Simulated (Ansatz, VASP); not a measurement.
## Al (Al(100)): VASP beside Ansatz

Wanted: the spread between two codes on one cell, functional and k mesh. Of the first pair: The cell is taken from a series of runs on this material, whose earlier steps may have relaxed, scaled, displaced or heated it; both programs get it as it stands.

Calculated with Ansatz 0.2.0; plane waves, with VASP 6.6.1 beside it; single point at PBE.

### 1. Set-up

The cell holds 2 atoms: 2 Al. Cell: a = 2.864 Å, b = 2.864 Å, c = 18.025 Å, α = 90.0°, β = 90.0°, γ = 90.0°. Vacuum lies along c.

### 2. Ansatz: single point, PBE, pair 1

Ansatz runs on its default PAW (the set named soft_2) files.

With cell and atoms fixed, the geometry can't cause a difference; cores, projectors, grids and the points listed under the comparison can.

Contents of input.yaml:

```yaml
crystal:
  lattice:
    - [2.8637824638, 0.0, 0.0]
    - [0.0, 2.8637824638, 0.0]
    - [0.0, 0.0, 18.025]
  atoms:
    - { symbol: Al, position: [0.5, 0.5, 0.4438280166] }
    - { symbol: Al, position: [0.0, 0.0, 0.5624974483] }
kpoints:
  mp_grid: { grid: [11, 11, 1] }
hamiltonian:
  xc: pbe
scf:
  occupations: { method: fermi_dirac, width: 0.1 }
efield:
  axis: 3
  dipole_correction: true
  ramp_width: 0.05
output:
  forces: true
  write_potential: true
  write_density: true
  volumetric_format: npy
  elf: true
```

Command:

```
$ ansatz run input.yaml --threads 4 --pin off --max-ram 8192MiB --backend cpu --events-out ev --progress --plain --runs-dir out
```

Numbers of over 12 decimals in the logs are rounded to 6 here.

Log:

```text
Engine: ansatz 0.2.0, x86_64-unknown-linux-gnu
Pseudopotentials: kind: paw
Pseudopotential: Al, paw, valence charge 3, recommended cutoff 420 eV (normal), Al.paw.azcp
Functional definition: PBE
  parameter kappa = 0.804
  parameter beta = 0.066725
  exchange = pbe_x(kappa = kappa, mu = beta*pi^2/3)
  correlation = pbe_c(beta = beta)
Crystal: 2 atoms, lattice volume = 147.828 Å³
Basis set: ecut = 420 eV, 2881 PW (Γ), exchange–correlation on 40×40×250 points (8 copies of the dense FFT grid, shifted against one another)
Bands: 7, of which v1, the nominal top of the filled ones, is band 3 counted from 1 (2 counted from 0)
Symmetry: 8 space group operations
k-points: 21 of 121
Non-local potential: Al, projectors of the file, l = 0: 2, l = 1: 2, l = 2: 1
PAW form: soft (Blöchl's): semilocal exchange-correlation on the pseudo side does not see the compensation charge
PAW one-centre angular grid: Al, 110 points (default); XC on 64 Gauss nodes
Initial density: superposition of atomic densities (neutral atoms: chi_scale 0, normalization atom), corrected by the library's trained network
Initial wavefunctions: pseudopotential atomic-orbital guess
Functional: x = pbe(κ = 0.804, μ = 0.219515), c = pbe(β = 0.066725)
SCF iter   1: F=—  HF=-1073.962160 eV  |F-HF|=—  |Δ(HF+E_count)|=         —  Δρ=7.18e-4  dr2=1.23e-3  ethr=1.77e-3  p=-0.000 e·Å  D=-2.82e-7 V/Å  ΔV_dip=0.00 eV  dr2_dipole=1.23e-7  V_vac-E_F(+/−)=4.29/4.29 eV  ⟨swp⟩=7.6  Hψ=1626  notcnv=0
efield: sawtooth ramp at fractional position 0.9782 (placed from the atoms, in the widest stretch of the axis that holds none; the zero of the levels goes with the place), width 0.0500; the density the first Hamiltonian is built on has a dipole p = -0.000 e·Å; the dipole correction subtracts the counter field D = -2.82e-7 V/Å, which shifts the + side's vacuum level by +0.00 eV against the − side's; the planar-averaged density in the ramp window peaks in size at 1.8e-5 e/Å³
preconditioner: auto → LDOS  [metal: Δε(μ)=0.042 eV  Ē_g=6.878 eV  σ=0.100 eV  W_gap=0.11  n_scr=8 (ndim 8)  ℏωp=7.5 eV  f_vac=0.569  D(μ)=1.35/eV (n_scr^D=6)  β→1.0]
SCF iter   2: F=—  HF=-1073.963813 eV  |F-HF|=—  |Δ(HF+E_count)|=   1.65e-3  Δρ=2.86e-4  dr2=4.06e-4  ethr=2.06e-5  p=0.000 e·Å  D=6.49e-6 V/Å  ΔV_dip=-0.00 eV  dr2_dipole=5.75e-8  V_vac-E_F(+/−)=4.45/4.45 eV  ⟨swp⟩=2.7  Hψ=440  notcnv=0
SCF iter   3: F=—  HF=-1073.963775 eV  |F-HF|=—  |Δ(HF+E_count)|=   3.82e-5  Δρ=9.18e-5  dr2=2.60e-5  ethr=6.77e-6  p=-0.000 e·Å  D=-7.50e-6 V/Å  ΔV_dip=0.00 eV  dr2_dipole=2.15e-8  V_vac-E_F(+/−)=4.44/4.44 eV  ⟨swp⟩=2.1  Hψ=206  notcnv=0
SCF iter   4: F=—  HF=-1073.963856 eV  |F-HF|=—  |Δ(HF+E_count)|=   8.10e-5  Δρ=2.36e-5  dr2=1.47e-6  ethr=4.34e-7  p=0.000 e·Å  D=3.92e-6 V/Å  ΔV_dip=-0.00 eV  dr2_dipole=8.19e-11  V_vac-E_F(+/−)=4.44/4.44 eV  ⟨swp⟩=2.4  Hψ=213  notcnv=0
iter 5 did not close the SCF: its close was put off for the readings that it lacked (scf_convergence_deferred on its scf_iter line)
SCF iter   5: F=-1073.963857 eV  HF=-1073.963857 eV  |F-HF|=1.08e-8  |Δ(HF+E_count)|=   1.50e-6  Δρ=3.38e-6  dr2=4.92e-8  ethr=2.45e-8  p=-0.000 e·Å  D=-1.22e-6 V/Å  ΔV_dip=0.00 eV  dr2_dipole=2.78e-10  V_vac-E_F(+/−)=4.44/4.44 eV  ⟨swp⟩=2.4  Hψ=203  notcnv=0
SCF iter   6: F=-1073.963857 eV  HF=-1073.963857 eV  |F-HF|=1.97e-10  |Δ(HF+E_count)|=   3.91e-8  Δρ=3.96e-7  dr2=7.33e-10  ethr=8.21e-10  p=0.000 e·Å  D=1.02e-6 V/Å  ΔV_dip=-0.00 eV  dr2_dipole=5.49e-11  V_vac-E_F(+/−)=4.44/4.44 eV  ⟨swp⟩=9.8  Hψ=1201  notcnv=0
SCF 1 converged in 6 iterations: F = -1073.963857 eV  dr2 = 7.33e-10
  greatest PAW one-centre occupation: 0.473 electrons in one spin orbital (limit 2), on the Al atom at site 1 (counted from 0), in its partial waves of l = 0
WARN: The output density's exchange-correlation potential varies sharply where the density is thin. Do not read a vacuum level from v_tot or v_xc, or from such a field of the output density. On a cell that repeats whose density bears no net charge and no dipole along the vacuum's axis use v_es (v_loc + v_h of the components); under efield.dipole_correction with no amplitude use v_es + v_field, which holds any externa [...]
SCF converged after 6 iterations
Free energy (F): -1073.963857 eV
Harris-Foulkes:  -1073.963857 eV  (|F-HF|=1.97e-10)
Internal energy: -1073.919752 eV  (E = F + TS)
E sigma→0 (E₀):  -1073.941804 eV
Entropy (-TS):   -0.044106 eV (-22.053 meV/atom)
Fermi energy:    -1.582709 eV
Dipole field:    D = -0.000011 V/Å  (p = -0.000009 e·Å, saw-weighted, corrected)
Work function:   Φ+ = 4.4448 eV   Φ− = 4.4446 eV
Levels:          The Fermi level and band energies are counted from a zero that moves with the ramp; work functions are not
--- Per-component energies (eV) ---
  E_band       = -31.239073
  E_kinetic    = 39.698868
  E_local      = -679.704672  (includes V_loc(G=0)·N_el)
  E_nonlocal   = 21.156022
  E_hartree    = 324.086613
  E_xc         = -76.154711
  E_vxc        = -53.459652  (∫ρ·V_xc dr)
  E_paw        = -934.390601  (= ΣΔE_a)
  E_vpaw       = -7.103321  (= ΣTr[D̂ρ^β])
  E_aug_tail   = -0.000004  (compensation charges beyond the density's cutoff)
  E_efield     = 0.000000  (sawtooth field / dipole correction)
  E_vefield    = 0.000000  (∫n·V_field dr)
  E_ewald      = 231.388733
  E_smearing   = -0.044106  (= −TS)
  E_closure    = 0.000000  (closes the sum)
  Σ components = -1073.963857   (vs F -1073.963857, Δ=0.00e0)
--- Forces (eV/Å), atoms counted from 1 ---
  atom   1  Al     0.00000000     0.00000000    -0.00797795
  atom   2  Al     0.00000000     0.00000000     0.00798040
  max |Σ_I F_I| component: 2.45e-6 eV/Å
--- Band table (eV; the first three rows and the last of 21) ---
  k-point 0: bands = ["-10.8987", "-7.2034", "-3.1483", "1.0103", "2.4059", "3.4991", "3.6210"]
  k-point 1: bands = ["-10.7507", "-7.0568", "-3.0093", "1.1501", "2.5562", "3.0724", "3.6613"]
  k-point 2: bands = ["-10.3077", "-6.6185", "-2.5943", "0.5682", "1.6311", "3.0065", "4.0915"]
  k-point 20: bands = ["-3.7546", "-2.7489", "-1.3423", "-0.3451", "-0.2316", "0.6461", "2.0709"]
```

### 3. VASP: single point, PBE, pair 1

The same cell, functional, mesh and smearing now go to VASP, with its own data sets.

Lines of VASP's logs that name or quote its potential files are left out, and so is its time.

Contents of INCAR:

```
SYSTEM = Al
PREC = Accurate
ENCUT = 400
EDIFF = 1E-06
NELM = 120
ISMEAR = -1
SIGMA = 0.1
LREAL = .FALSE.
ALGO = Normal
GGA = PE
NBANDS = 9
LORBIT = 11
LWAVE = .FALSE.
LCHARG = .FALSE.
ISIF = 2
LDIPOL = .TRUE.
IDIPOL = 3
DIPOL = 0.5 0.5 0.503
LVHAR = .TRUE.
LASPH = .TRUE.
GGA_COMPAT = .FALSE.
NELMDL = -8
```

Contents of POSCAR:

```
Al
1.0
    2.8637824638      0.0000000000      0.0000000000
    0.0000000000      2.8637824638      0.0000000000
    0.0000000000      0.0000000000     18.0250000000
Al
2
Direct
    0.5000000000      0.5000000000      0.4438280166
    0.0000000000      1.0000000000      0.5624974483
```

Contents of KPOINTS:

```
Automatic mesh
0
Gamma
11 11 1
0 0 0
```

PAW data sets: Al (PBE family, release 64).

Command:

```
$ mpirun -np 1 vasp_std
```

Log:

```text
[banner, memory and clock lines left out]
running    1 mpi-ranks, on    1 nodes
 distrk:  each k-point on    1 cores,    1 groups
 distr:  one band on    1 cores,    1 groups

 POSCAR found type information on POSCAR Al
 POSCAR found :  1 types and       2 ions
 LDA part: xc-table for (Slater+PW92), standard interpolation
 POSCAR, INCAR and KPOINTS ok, starting setup
 FFT: planning ... GRIDC
 FFT: planning ... GRID_SOFT
 FFT: planning ... GRID
 WAVECAR not read
 entering main loop
       N       E                     dE             d eps       ncg     rms          rms(c)
DAV:   1     0.841092230613E+01    0.84109E+01   -0.18277E+03   386   0.361E+02
DAV:   2    -0.639702423085E+01   -0.14808E+02   -0.13452E+02   559   0.539E+01
DAV:   3    -0.672882075049E+01   -0.33180E+00   -0.32670E+00   524   0.909E+00
DAV:   4    -0.673458810502E+01   -0.57674E-02   -0.57645E-02   588   0.135E+00
DAV:   5    -0.673468108332E+01   -0.92978E-04   -0.92977E-04   560   0.164E-01
DAV:   6    -0.673468465060E+01   -0.35673E-05   -0.35669E-05   601   0.295E-02
DAV:   7    -0.673468492594E+01   -0.27534E-06   -0.27522E-06   588   0.608E-03
DAV:   8    -0.673468493942E+01   -0.13483E-07   -0.13734E-07   448   0.122E-03    0.185E+00
DAV:   9    -0.649226210713E+01    0.24242E+00   -0.51607E-01   402   0.209E+00    0.925E-01
DAV:  10    -0.645778277384E+01    0.34479E-01   -0.12941E-01   450   0.108E+00    0.358E-01
DAV:  11    -0.645222146599E+01    0.55613E-02   -0.92396E-03   496   0.498E-01    0.120E-01
DAV:  12    -0.645051785743E+01    0.17036E-02   -0.13837E-03   480   0.153E-01    0.472E-02
DAV:  13    -0.645026126111E+01    0.25660E-03   -0.82728E-04   439   0.868E-02    0.291E-02
DAV:  14    -0.645052050012E+01   -0.25924E-03   -0.36568E-04   407   0.652E-02    0.131E-02
DAV:  15    -0.645071259741E+01   -0.19210E-03   -0.57251E-05   440   0.304E-02    0.162E-02
DAV:  16    -0.645076130080E+01   -0.48703E-04   -0.47521E-05   436   0.165E-02    0.440E-03
DAV:  17    -0.645086026664E+01   -0.98966E-04   -0.82781E-06   412   0.651E-03    0.178E-03
DAV:  18    -0.645096477155E+01   -0.10450E-03   -0.17351E-05   387   0.798E-03    0.698E-04
DAV:  19    -0.645098854367E+01   -0.23772E-04   -0.40540E-06   437   0.371E-03    0.330E-04
DAV:  20    -0.645099044742E+01   -0.19038E-05   -0.11271E-07   386   0.849E-04    0.125E-04
DAV:  21    -0.645099118293E+01   -0.73550E-06   -0.69813E-08   388   0.507E-04
   1 F= -.64509912E+01 E0= -.64289410E+01  d E =-.441003E-01
```

From OUTCAR (step 3):

```text
ion  position               nearest neighbor table
   1  0.500  0.500  0.444-   2 2.95   2 2.95   2 2.95   2 2.95
   2  0.000  0.000  0.562-   1 2.95   1 2.95   1 2.95   1 2.95

  LATTYP: Found a simple tetragonal cell.
 ALAT       =     2.8637824638
 C/A-ratio  =     6.2941233239

 Subroutine GETGRP returns: Found 16 space group operations
 (whereof  8 operations were pure point group operations)

The static configuration has the point symmetry C_4v.
 The point group associated with its full space group is D_4h.

 Found     21 irreducible k-points:

   k-points           NKPTS =     21   k-points in BZ     NKDIM =     21   number of bands    NBANDS=      9

   dimension x,y,z NGX =    20 NGY =   20 NGZ =  120
   dimension x,y,z NGXF=    40 NGYF=   40 NGZF=  240

   ENCUT  =  400.0 eV  29.40 Ry    5.42 a.u.   4.67  4.67 29.39*2*pi/ulx,y,z

   NELECT =       6.0000    total number of electrons

 k-points in reciprocal lattice and weights: Automatic mesh
   0.00000000  0.00000000  0.00000000       0.008
   0.09090909  0.00000000  0.00000000       0.033
   0.18181818  0.00000000  0.00000000       0.033
   0.27272727  0.00000000  0.00000000       0.033
   0.36363636  0.00000000  0.00000000       0.033
   0.45454545  0.00000000  0.00000000       0.033
   0.09090909  0.09090909  0.00000000       0.033
   0.18181818  0.09090909  0.00000000       0.066
   0.27272727  0.09090909  0.00000000       0.066
[...]
0.45454545  0.36363636  0.00000000       0.066
   0.45454545  0.45454545  0.00000000       0.033

 dipolmoment           0.000000      0.000000     -0.000001 electrons x Angstroem

 average (electrostatic) potential at core
       1 -82.2841       2 -82.2841

 E-fermi :  -1.5703

 k-point     1 :       0.0000    0.0000    0.0000
  band No.  band energies     occupation
      1     -10.8904      2.00000
      2      -7.1930      2.00000
      3      -3.1384      2.00000
      4       1.0270      0.00000
      5       2.4265      0.00000
      6       3.5256      0.00000
      7       3.6366      0.00000
      8       5.3334      0.00000
    ...

 k-point     2 :       0.0909    0.0000    0.0000
  band No.  band energies     occupation
      1     -10.7424      2.00000
      2      -7.0464      2.00000
      3      -2.9992      2.00000
      4       1.1668      0.00000
      5       2.5768      0.00000
      6       3.0968      0.00000
      7       3.6877      0.00000
      8       3.7866      0.00000
    ...

 k-point     3 :       0.1818    0.0000    0.0000
  band No.  band energies     occupation
      1     -10.2991      2.00000
      2      -6.6081      2.00000
      3      -2.5838      1.99992
      4       0.5864      0.00000
      5       1.6476      0.00000
      6       3.0271      0.00000
      7       4.1178      0.00000
      8       4.1332      0.00000
    ...

  Total       -2.1901190     -2.1901190      0.0149287      0.0000000      0.0000000      0.0000000
  in kB      -23.7368437    -23.7368437      0.1617999      0.0000000      0.0000000      0.0000000
  external PRESSURE =     -15.7706292 kB  Pullay stress =       0.0000000 kB

  energy-cutoff  :      400.00
  volume of cell :      147.83
      direct lattice vectors                 reciprocal lattice vectors
     2.863782464  0.000000000  0.000000000     0.349188534  0.000000000  0.000000000
     0.000000000  2.863782464  0.000000000     0.000000000  0.349188534  0.000000000
     0.000000000  0.000000000 18.025000000     0.000000000  0.000000000  0.055478502

 POSITION                                       TOTAL-FORCE (eV/Angst)
 -----------------------------------------------------------------------------------
      1.43189      1.43189      8.00000         0.000000      0.000000     -0.008724
      0.00000      0.00000     10.13902        -0.000000      0.000000      0.008724
 -----------------------------------------------------------------------------------
    total drift:                                0.000000      0.000000     -0.000006

  FREE ENERGIE OF THE ION-ELECTRON SYSTEM (eV)
  ---------------------------------------------------
  free  energy   TOTEN  =        -6.4509911829 eV

  energy  without entropy=       -6.4068909089  energy(sigma->0) =       -6.42894105

 vacuum level on the upper side and lower side of the slab         2.877         2.877

 total charge
# of ion       s       p       d       tot
------------------------------------------
    1        0.466   0.285   0.000   0.751
    2        0.466   0.285   0.000   0.751
--------------------------------------------------
tot          0.931   0.571   0.000   1.502

[... 3 further parts left out ...]
```

### 4. Comparison

Known differences besides the potentials themselves: the cutoff is 420 eV in Ansatz and 400 eV in VASP. Total energies have different zeros and are not compared.

The two programs side by side:

```
                                   quantity  Ansatz  VASP  difference
 work function, lower of the two faces (eV)    4.44  4.45        0.00
work function, higher of the two faces (eV)    4.44  4.45        0.00
```

With vacuum in the cell, a pressure given here is an average over mostly empty space and none of the material.

### 5. Ansatz: relaxation, PBE

The two programs are compared at the cell with which this relaxation starts, whose forces are those of its first step.

The structure compared here is the start of the Ansatz relaxation; VASP solves that cell, so the two are compared at the walk's first step.

input.yaml, the sections that differ from step 2:

```yaml
crystal:
  lattice:
    - [2.8637824638, 0.0, 0.0]
    - [0.0, 2.8637824638, 0.0]
    - [0.0, 0.0, 18.025]
  atoms:
    - { symbol: Al, position: [0.5, 0.5, 0.4438280166] }
    - { symbol: Al, position: [0.0, 0.0, 0.5561719834] }
relax:
  f_tol: 0.02
  max_steps: 60
  constraints: [{ sites: [0] }]
output:
  write_potential: true
  write_density: true
  volumetric_format: npy
# kpoints, hamiltonian, scf, efield: as in step 2
```

Command:

```
$ ansatz run input.yaml --threads 4 --pin off --max-ram 8192MiB --backend cpu --events-out ev --progress --plain --runs-dir out
```

Log:

```text
[...]
Crystal: 2 atoms, lattice volume = 147.828 Å³
Basis set: ecut = 420 eV, 2881 PW (Γ), exchange–correlation on 40×40×250 points (8 copies of the dense FFT grid, shifted against one another)
Bands: 7, of which v1, the nominal top of the filled ones, is band 3 counted from 1 (2 counted from 0)
Symmetry: 8 space group operations
k-points: 21 of 121
[...]
max |Σ_I F_I| component: 2.42e-5 eV/Å
--- Band table (eV; the first three rows and the last of 21) ---
[...]
--- Relaxed structure (3 steps of the walk, 3 accepted, 0 SCFs on fresh bases) ---
  F+E_penalty+E_count = -1073.96385732 eV   max|allowed force component| = 7.927e-3 eV/Å
  atoms:
    - { symbol: Al, position: [0.500000, 0.500000, 0.443828] }
    - { symbol: Al, position: [0, 0.0, 0.562497] }
[key lines of the parts left out:]
SCF converged after 5 iterations
Free energy (F): -1073.963857 eV
Fermi energy:    -1.582755 eV
Dipole field:    D = 0.000032 V/Å  (p = 0.000027 e·Å, saw-weighted, corrected)
Work function:   Φ+ = 4.4444 eV   Φ− = 4.4449 eV
```

(Continued in part 2 of 2.)

[Lines on the potential files, build, host, timing and source positions are cut from VASP's logs without a mark.]

[Logs are printed without paths, hosts, clocks, repeated set-up lines and the standing remarks that a program may print on its own settings, such as how far it seeks lower states.]

[Hosts, paths, dates, database ids (printed as entryN), source tags and the programs' standing remarks are cut or masked in the printed files.]
